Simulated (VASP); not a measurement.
The input files of a VASP run:

### KPOINTS
```
Automatic mesh
0
Gamma
14 14 14
0 0 0
```

**POSCAR**
```
CoAl
1
    2.8440420212     0.0000000000    -0.0000000000
    0.0000000000     2.8440420212     0.0000000000
   -0.0000000000     0.0000000000     2.8440420212
Al Co
1 1
Direct
  0.5000000000   0.5000000000   0.5000000000
  0.0000000000   0.0000000000   0.0000000000
```

INCAR:
```
SYSTEM = CoAl
PREC = Accurate; ENCUT = 520; LREAL = F
LASPH = T
EDIFF = 1E-7; NELM = 100; ALGO = Normal
LMAXMIX = 4
ISMEAR = -5
GGA = BO; LUSE_VDW = T; AGGAC = 0.0
PARAM1 = 0.1833333333; PARAM2 = 0.22
ISIF = 2
LWAVE = F; LCHARG = T; LORBIT = 11
NEDOS = 601
```

POTCAR, in this order: Al Co (PBE.64 set). Program: vasp_std.

**Question.** Write an equivalent input for Quantum ESPRESSO's pw.x.

**Answer.** One equivalent input (not run):
```
&CONTROL
  calculation = 'scf'
  pseudo_dir = './pseudo'
  outdir = './out'
  tprnfor = .true.
  tstress = .true.
/
&SYSTEM
  ibrav = 0
  nat = 2
  ntyp = 2
  ecutwfc = 96
  occupations = 'tetrahedra'
  input_dft = 'vdw-df-obk8'
/
&ELECTRONS
  conv_thr = 7.3e-09
  electron_maxstep = 100
/
ATOMIC_SPECIES
  Al 26.982 Al.upf
  Co 58.933 Co.upf
CELL_PARAMETERS angstrom
     2.8440420    0.0000000   -0.0000000
     0.0000000    2.8440420    0.0000000
    -0.0000000    0.0000000    2.8440420
ATOMIC_POSITIONS crystal
  Al   0.5000000  0.5000000  0.5000000
  Co   0.0000000  0.0000000  0.0000000
K_POINTS automatic
  14 14 14 0 0 0
```
What does not carry over: the potentials are each code's own (VASP's PAW set, PseudoDojo norm-conserving files in pw.x), so ENCUT and ecutwfc are chosen apart and not converted; conv_thr bounds pw.x's estimated SCF error, while EDIFF bounds the energy change between steps.

The compound is CoAl in the CsCl type structure. It was relaxed first.
